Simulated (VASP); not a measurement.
Consider the following.

```
Zr
1.0
    1.62308    -2.81125     0.00000
    1.62308     2.81125     0.00000
    0.00000     0.00000     5.17575
Zr
2
Direct
  0.33333   0.66667   0.25000
  0.66667   0.33333   0.75000
```

The numbers are results of PBE GGA, VASP's PBE PAW potentials (set 64) (plane waves; VASP), not measurements. Numerical set-up: 300 eV cut-off, 12×12×7 Γ-centred mesh, Fermi-Dirac smearing of 0.10 eV, potentials Zr_sv.

At this cut-off the stress carries a Pulay error, which pulls relaxed volumes low.

Give the stress tensor in GPa (positive for a compressed cell).

```
-1.58   0.00   0.00
 0.00  -1.58   0.00
 0.00   0.00  -1.11
```
The pressure is its mean diagonal, -1.42 GPa.

The structure is a typed Zr crystal (P6_3/mmc). The cell was not relaxed at this level.
